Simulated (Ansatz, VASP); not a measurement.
## Cross-check of CsGeBr3 between VASP and Ansatz

One calculation is typed for both programs; each brings its own data sets and cutoff. How far apart do they land?

Calculated with Ansatz 0.2.0; plane waves, with VASP 6.6.1 beside it; single point at LDA.

### 1. The structure

The structure is cubic, space group Pm-3m (No. 221). The conventional cell has a = 5.533 Å, b = 5.533 Å, c = 5.533 Å, α = 90.00°, β = 90.00°, γ = 90.00°. Nearest to Cs lie 12 Br at 3.91 Å. Nearest to Br lie 2 Ge at 2.77 Å and 4 Cs at 3.91 Å. Nearest to Ge lie 6 Br at 2.77 Å. Farther neighbours and most contacts between anions are not listed.

### 2. Ansatz: single point, LDA

Ansatz runs on its default PAW (the set named soft_2) files.

A single point gives forces, pressure and levels at one fixed geometry, so differences don't come from the geometry; what else differs is listed under the comparison.

input.yaml

```yaml
crystal:
  lattice:
    - [5.53332714, 0.0, 0.0]
    - [0.0, 5.53332714, 0.0]
    - [0.0, 0.0, 5.53332714]
  atoms:
    - { symbol: Cs, position: [0.0, 0.0, 0.0] }
    - { symbol: Br, position: [0.5, 0.5, 0.0] }
    - { symbol: Br, position: [0.5, 0.0, 0.5] }
    - { symbol: Br, position: [0.0, 0.5, 0.5] }
    - { symbol: Ge, position: [0.5, 0.5, 0.5] }
hamiltonian:
  xc: lda
  pseudopotentials: { kind: paw }
kpoints:
  mp_grid: { grid: [4, 4, 4] }
scf:
  occupations: { method: gaussian, width: 0.01 }
  n_extra_bands: 5
output:
  forces: true
  stress: true
  eigenvalues: true
```

On the command line:

```console
ansatz run input.yaml --threads 2 --pin off --max-ram 4608MiB --backend cpu --events-out ev --progress --plain --runs-dir out
```

Numbers of over 12 decimals in the logs are rounded to 6 here.

The program printed:

```text
scf.n_extra_bands = 5 over 22 filled bands (N_el = 44.0): the run solves 27 bands
Engine: ansatz 0.2.0, x86_64-unknown-linux-gnu
Pseudopotentials: kind: paw
Pseudopotential: Cs, paw, valence charge 9, recommended cutoff 420 eV (normal), Cs.paw.azcp
Pseudopotential: Br, paw, valence charge 7, recommended cutoff 420 eV (normal), Br.paw.azcp
Pseudopotential: Ge, paw, valence charge 14, recommended cutoff 420 eV (normal), Ge.paw.azcp
Functional definition: SPW92
  exchange = slater_x
  correlation = pw_c
Crystal: 5 atoms, lattice volume = 169.418 Å³
Basis set: ecut = 420 eV, 3287 PW (Γ)
Bands: 27, of which v1, the nominal top of the filled ones, is band 22 counted from 1 (21 counted from 0)
Symmetry: 48 space group operations
Space group: Pm-3m (ITA 221), of the structure as read, at distance tolerance 5.5e-5 Å
k-points: 10 of 64
Non-local potential: Cs, projectors of the file, l = 0: 3, l = 1: 2, l = 2: 2, l = 3: 2
Non-local potential: Br, projectors of the file, l = 0: 2, l = 1: 2, l = 2: 2
Non-local potential: Ge, projectors of the file, l = 0: 2, l = 1: 2, l = 2: 3, l = 3: 1
PAW form: soft (Blöchl's): semilocal exchange-correlation on the pseudo side does not see the compensation charge
PAW frozen core: Cs, regenerated for the run's functional, and the local potential with it (the file was generated under x = pbe(κ = 0.804, μ = 0.219515), c = pbe(β = 0.066725))
PAW frozen core: Br, regenerated for the run's functional, and the local potential with it (the file was generated under x = pbe(κ = 0.804, μ = 0.219515), c = pbe(β = 0.066725))
PAW frozen core: Ge, regenerated for the run's functional, and the local potential with it (the file was generated under x = pbe(κ = 0.804, μ = 0.219515), c = pbe(β = 0.066725))
PAW one-centre angular grid: Cs, 194 points (default); XC on 64 Gauss nodes
PAW one-centre angular grid: Br, 110 points (default); XC on 64 Gauss nodes
PAW one-centre angular grid: Ge, 590 points (default); XC on 64 Gauss nodes
Initial density: superposition of atomic densities (neutral atoms: chi_scale 0, normalization atom), corrected by the library's trained network
Initial wavefunctions: pseudopotential atomic-orbital guess
Functional: x = slater, c = lda
SCF iter   1: F=—  HF=-17807.617488 eV  |F-HF|=—  |Δ(HF+E_count)|=         —  Δρ=4.09e-3  dr2=1.91e-2  ethr=1.77e-3  ⟨swp⟩=8.2  Hψ=1337  notcnv=0
preconditioner: auto → Resta (q_TF=auto, 2.179 Å⁻¹)  ε∞=3.5  [insulator: Δε(μ)=0.547 eV  Ē_g=10.188 eV  σ=0.010 eV  W_gap=1.00  n_scr=26 (ndim 8)  ℏωp=16.1 eV  f_vac=0.028  D(μ)=0.00/eV (n_scr^D=0)  ε∞_Penn≈3.5]
SCF iter   2: F=—  HF=-17807.610598 eV  |F-HF|=—  |Δ(HF+E_count)|=   6.89e-3  Δρ=2.14e-3  dr2=5.98e-3  ethr=4.34e-5  ⟨swp⟩=2.4  Hψ=560  notcnv=0  defer=9
SCF iter   3: F=—  HF=-17807.609381 eV  |F-HF|=—  |Δ(HF+E_count)|=   1.22e-3  Δρ=4.44e-4  dr2=5.12e-4  ethr=1.36e-5  ⟨swp⟩=4.0  Hψ=456  notcnv=0  defer=10
SCF iter   4: F=—  HF=-17807.609262 eV  |F-HF|=—  |Δ(HF+E_count)|=   1.19e-4  Δρ=1.48e-4  dr2=5.07e-5  ethr=1.16e-6  ⟨swp⟩=2.0  Hψ=468  notcnv=0  defer=10
SCF iter   5: F=—  HF=-17807.609256 eV  |F-HF|=—  |Δ(HF+E_count)|=   6.14e-6  Δρ=6.45e-5  dr2=6.69e-6  ethr=1.15e-7  ⟨swp⟩=2.0  Hψ=474  notcnv=0  defer=10
SCF iter   6: F=—  HF=-17807.609248 eV  |F-HF|=—  |Δ(HF+E_count)|=   7.17e-6  Δρ=1.39e-5  dr2=4.89e-7  ethr=1.52e-8  ⟨swp⟩=2.0  Hψ=480  notcnv=0  defer=10
SCF iter   7: F=-17807.609248 eV  HF=-17807.609248 eV  |F-HF|=1.84e-9  |Δ(HF+E_count)|=   2.40e-8  Δρ=3.58e-6  dr2=3.35e-8  ethr=2.27e-10  ⟨swp⟩=10.7  Hψ=1303  notcnv=0
SCF 1 converged in 7 iterations: F = -17807.609248 eV  dr2 = 3.35e-8
  greatest PAW one-centre occupation: 0.999 electrons in one spin orbital (limit 2), on the Ge atom at site 4 (counted from 0), in its partial waves of l = 2
SCF converged after 7 iterations
Free energy (F): -17807.609248 eV
Harris-Foulkes:  -17807.609248 eV  (|F-HF|=1.84e-9)
Internal energy: -17807.609248 eV  (E = F + TS)
E sigma→0 (E₀):  -17807.609248 eV
Fermi energy:    4.651603 eV
--- Per-component energies (eV) ---
  E_band       = -312.395880
  E_kinetic    = 652.056159
  E_local      = -3969.392249  (includes V_loc(G=0)·N_el)
  E_nonlocal   = 662.851723
  E_hartree    = 1605.337820
  E_xc         = -1030.997010
  E_vxc        = -505.240437  (∫ρ·V_xc dr)
  E_paw        = -13319.234489  (= ΣΔE_a)
  E_vpaw       = -363.343581  (= ΣTr[D̂ρ^β])
  E_aug_tail   = 0.000266  (compensation charges beyond the density's cutoff)
  E_ewald      = -2411.029885
  E_core_change = 2.798416  (= ΣΔE_core)
  E_smearing   = -0.000000  (= −TS)
  E_closure    = -0.000000  (closes the sum)
  Σ components = -17807.609248   (vs F -17807.609248, Δ=0.00e0)
--- Forces (eV/Å), atoms counted from 1 ---
  atom   1  Cs    -0.00000000     0.00000000     0.00000000
  atom   2  Br    -0.00000000    -0.00000000     0.00000000
  atom   3  Br    -0.00000000     0.00000000    -0.00000000
  atom   4  Br     0.00000000     0.00000000     0.00000000
  atom   5  Ge     0.00000000    -0.00000000     0.00000000
  max |Σ_I F_I| component: 4.47e-29 eV/Å
--- Stress (GPa, compression-positive) ---
       -1.891500       0.000000       0.000000
        0.000000      -1.891500      -0.000000
       -0.000000       0.000000      -1.891500
  P = ⅓ Tr σ = -1.8915 GPa (-18.915 kbar)
--- Band table (eV; the first three rows and the last of 10) ---
  k-point 0: bands = [... 18 lower, 1.9299, 2.1853, 2.1853, 2.1853, 7.2119, 8.0011, 8.0011, 8.7237, ... 1 higher]
  k-point 1: bands = [... 18 lower, 1.8148, 2.0670, 2.0670, 2.1171, 7.7862, 7.9706, 8.4913, 8.5949, ... 1 higher]
  k-point 2: bands = [... 18 lower, 1.7064, 1.9620, 1.9620, 2.6770, 5.8809, 8.8852, 9.3308, 9.3308, ... 1 higher]
  k-point 9: bands = [... 18 lower, 2.5977, 2.5977, 2.5977, 4.3904, 4.9130, 4.9130, 4.9130, 8.7626, ... 1 higher]
```

It took 1.4 s on 2 threads of Intel Xeon Platinum 8488C (Sapphire Rapids), shared host; peak memory 0.47 GiB.

The run ends at a pressure of -1.89 GPa.

### 3. VASP: single point, LDA

The same cell, functional (in two slightly different forms), mesh and smearing now go to VASP, with its own data sets and cutoff.

Lines of VASP's logs that name or quote its potential files are left out, and so is its time.

INCAR

```
SYSTEM = CsGeBr3
PREC = Accurate
ENCUT = 410
EDIFF = 1E-07
NELM = 100
ISMEAR = 0
SIGMA = 0.01
LREAL = .FALSE.
ALGO = Normal
GGA = CA
NBANDS = 28
LORBIT = 11
LWAVE = .FALSE.
LCHARG = .FALSE.
KPAR = 2
```

POSCAR

```
CsGeBr3
1.0
    5.5333271400      0.0000000000      0.0000000000
    0.0000000000      5.5333271400      0.0000000000
    0.0000000000      0.0000000000      5.5333271400
Cs Br Ge
1 3 1
Direct
    0.0000000000      0.0000000000      0.0000000000
    0.5000000000      0.5000000000      0.0000000000
    0.5000000000      0.0000000000      0.5000000000
    0.0000000000      0.5000000000      0.5000000000
    0.5000000000      0.5000000000      0.5000000000
```

KPOINTS

```
Automatic mesh
0
Gamma
4 4 4
0 0 0
```

Potentials, in the order of the species: Cs_sv, Br and Ge_d (PBE family, release 64).

On the command line:

```console
mpirun -np 2 vasp_std
```

The program printed:

```text
[banner, memory and clock lines left out]
running    2 mpi-ranks, on    1 nodes
 distrk:  each k-point on    1 cores,    2 groups
 distr:  one band on    1 cores,    1 groups

 POSCAR found type information on POSCAR CsBrGe
 POSCAR found :  3 types and       5 ions
|                                                                             |
|               ----> ADVICE to this user running VASP <----                  |
|                                                                             |
|     You enforced a specific xc type in the INCAR file but a different       |
|     [... a line on the potential file left out ...]
|     I HOPE YOU KNOW WHAT YOU ARE DOING!                                     |
|                                                                             |

 LDA part: xc-table for (Slater(with rela. corr.)+CA(PZ))
 , standard interpolation
 POSCAR, INCAR and KPOINTS ok, starting setup
 FFT: planning ... GRIDC
 FFT: planning ... GRID_SOFT
 FFT: planning ... GRID
 WAVECAR not read
 entering main loop
       N       E                     dE             d eps       ncg     rms          rms(c)
DAV:   1     0.366408764192E+03    0.36641E+03   -0.17717E+04   680   0.177E+03
DAV:   2     0.340069737647E+02   -0.33240E+03   -0.31887E+03   660   0.470E+02
DAV:   3    -0.163124937136E+02   -0.50319E+02   -0.49375E+02   644   0.137E+02
DAV:   4    -0.185737020383E+02   -0.22612E+01   -0.22536E+01   708   0.354E+01
DAV:   5    -0.186199039522E+02   -0.46202E-01   -0.46149E-01   720   0.462E+00    0.537E+00
DAV:   6    -0.182328927209E+02    0.38701E+00   -0.70577E-01   792   0.543E+00    0.302E+00
DAV:   7    -0.181975940112E+02    0.35299E-01   -0.27186E-01   732   0.239E+00    0.978E-01
DAV:   8    -0.181971096020E+02    0.48441E-03   -0.38676E-02   696   0.156E+00    0.123E-01
DAV:   9    -0.181965540213E+02    0.55558E-03   -0.25863E-03   768   0.453E-01    0.550E-02
DAV:  10    -0.181966192729E+02   -0.65252E-04   -0.36438E-04   712   0.121E-01    0.341E-02
DAV:  11    -0.181966117613E+02    0.75117E-05   -0.53999E-05   728   0.552E-02    0.433E-03
DAV:  12    -0.181966118718E+02   -0.11058E-06   -0.82126E-06   704   0.222E-02    0.335E-03
DAV:  13    -0.181966119793E+02   -0.10745E-06   -0.37181E-07   712   0.481E-03    0.186E-03
DAV:  14    -0.181966119043E+02    0.75021E-07   -0.27140E-07   580   0.582E-03
   1 F= -.18196612E+02 E0= -.18196612E+02  d E =-.321394E-24
```

OUTCAR, selected parts (step 3):

```text
ion  position               nearest neighbor table
   1  0.000  0.000  0.000-
   2  0.500  0.500  0.000-   5 2.77   5 2.77
   3  0.500  0.000  0.500-   5 2.77   5 2.77
   4  0.000  0.500  0.500-   5 2.77   5 2.77
   5  0.500  0.500  0.500-   2 2.77   3 2.77   4 2.77   2 2.77   3 2.77   4 2.77

  LATTYP: Found a simple cubic cell.
 ALAT       =     5.5333271400

 Subroutine GETGRP returns: Found 48 space group operations
 (whereof 48 operations were pure point group operations)

The static configuration has the point symmetry O_h .

 Found     10 irreducible k-points:

   k-points           NKPTS =     10   k-points in BZ     NKDIM =     10   number of bands    NBANDS=     28

   dimension x,y,z NGX =    40 NGY =   40 NGZ =   40
   dimension x,y,z NGXF=    80 NGYF=   80 NGZF=   80

   ENCUT  =  410.0 eV  30.13 Ry    5.49 a.u.   9.14  9.14  9.14*2*pi/ulx,y,z

   NELECT =      44.0000    total number of electrons

 k-points in reciprocal lattice and weights: Automatic mesh
   0.00000000  0.00000000  0.00000000       0.016
   0.25000000  0.00000000  0.00000000       0.094
   0.50000000  0.00000000  0.00000000       0.047
   0.25000000  0.25000000  0.00000000       0.188
   0.50000000  0.25000000  0.00000000       0.188
   0.50000000  0.50000000  0.00000000       0.047
   0.25000000  0.25000000  0.25000000       0.125
   0.50000000  0.25000000  0.25000000       0.188
   0.50000000  0.50000000  0.25000000       0.094
   0.50000000  0.50000000  0.50000000       0.016

 average (electrostatic) potential at core
       1 -49.0838       2 -63.9112       3 -63.9112       4 -63.9112       5 -77.6919

 E-fermi :   1.6823

 k-point     1 :       0.0000    0.0000    0.0000
  band No.  band energies     occupation
    ...
     18      -0.8708      2.00000
     19      -0.8708      2.00000
     20      -0.6155      2.00000
     21      -0.6155      2.00000
     22      -0.6155      2.00000
     23       4.4181      0.00000
     24       5.1793      0.00000
     25       5.1793      0.00000
     26       5.9009      0.00000
     27       5.9009      0.00000
    ...

 k-point     2 :       0.2500    0.0000    0.0000
  band No.  band energies     occupation
    ...
     18      -0.9872      2.00000
     19      -0.9872      2.00000
     20      -0.7350      2.00000
     21      -0.7350      2.00000
     22      -0.6831      2.00000
     23       4.9913      0.00000
     24       5.1759      0.00000
     25       5.6766      0.00000
     26       5.7777      0.00000
     27       6.1684      0.00000
    ...

 k-point     3 :       0.5000    0.0000    0.0000
  band No.  band energies     occupation
    ...
     18      -1.1075      2.00000
     19      -1.0996      2.00000
     20      -0.8421      2.00000
     21      -0.8421      2.00000
     22      -0.1143      2.00000
     23       3.0781      0.00000
     24       6.0836      0.00000
     25       6.5361      0.00000
     26       6.5369      0.00000
     27       6.5628      0.00000
    ...

  Total       -2.0132970     -2.0132970     -2.0132970      0.0000000      0.0000000      0.0000000
  in kB      -19.0396689    -19.0396689    -19.0396689      0.0000000      0.0000000      0.0000000
  external PRESSURE =     -19.0396689 kB  Pullay stress =       0.0000000 kB

  energy-cutoff  :      410.00
  volume of cell :      169.42
      direct lattice vectors                 reciprocal lattice vectors
     5.533327140  0.000000000  0.000000000     0.180723094  0.000000000  0.000000000
     0.000000000  5.533327140  0.000000000     0.000000000  0.180723094  0.000000000
     0.000000000  0.000000000  5.533327140     0.000000000  0.000000000  0.180723094

 POSITION                                       TOTAL-FORCE (eV/Angst)
 -----------------------------------------------------------------------------------
      0.00000      0.00000      0.00000         0.000000      0.000000      0.000000
      2.76666      2.76666      0.00000         0.000000      0.000000      0.000000
      2.76666      0.00000      2.76666         0.000000      0.000000      0.000000
      0.00000      2.76666      2.76666         0.000000      0.000000      0.000000
      2.76666      2.76666      2.76666         0.000000      0.000000      0.000000
 -----------------------------------------------------------------------------------
    total drift:                               -0.000000      0.000000     -0.000000

  FREE ENERGIE OF THE ION-ELECTRON SYSTEM (eV)
  ---------------------------------------------------
  free  energy   TOTEN  =       -18.1966119043 eV

  energy  without entropy=      -18.1966119043  energy(sigma->0) =      -18.19661190

 total charge
# of ion       s       p       d       tot
------------------------------------------
    1        1.887   4.662   0.021   6.570
    2        1.606   3.199   0.012   4.817
    3        1.606   3.199   0.012   4.817
    4        1.606   3.199   0.012   4.817
    5        1.387   0.597  10.029  12.014
--------------------------------------------------
tot          8.094  14.855  10.086  33.035

[... 3 further parts left out ...]
```

The run ends at a pressure of -1.90 GPa.

### 4. Differences

Known differences besides the potentials themselves: the two LDA forms differ slightly; the cutoff is 420 eV in Ansatz and 410 eV in VASP; Ansatz makes its cores anew for this functional, VASP keeps those of its PBE data sets; VASP's log shows a relativistic correction to its local exchange, Ansatz's none. Total energies have different zeros and are not compared.

Both answers:

```csv
quantity,Ansatz,VASP,difference
pressure (GPa),-1.89,-1.90,+0.01
gap on the k mesh (eV),0.523,0.496,+0.027
```

A gap on the mesh is an upper bound, since the band edges may lie between its points. Ansatz's pressure holds a Pulay correction of 0.02 GPa; VASP's holds none.

### 5. Outcome

```
difference in gap on the k mesh (single point, LDA) : 0.027 eV
```

In words: The difference in gap on the k mesh is 0.027 eV (single point, LDA), within the 0.08 eV picked in this series as the mark of a large difference. 1 further run of this series is not shown here. How closely two codes agree says nothing of how well the functional describes the real material.

[Lines on the potential files, build, host, timing and source positions are cut from VASP's logs without a mark.]

[Logs are printed without paths, hosts, clocks, repeated set-up lines and the standing remarks that a program may print on its own settings, such as how far it seeks lower states.]

[Hosts, paths, dates, database ids (printed as entryN), source tags and the programs' standing remarks are cut or masked in the printed files.]
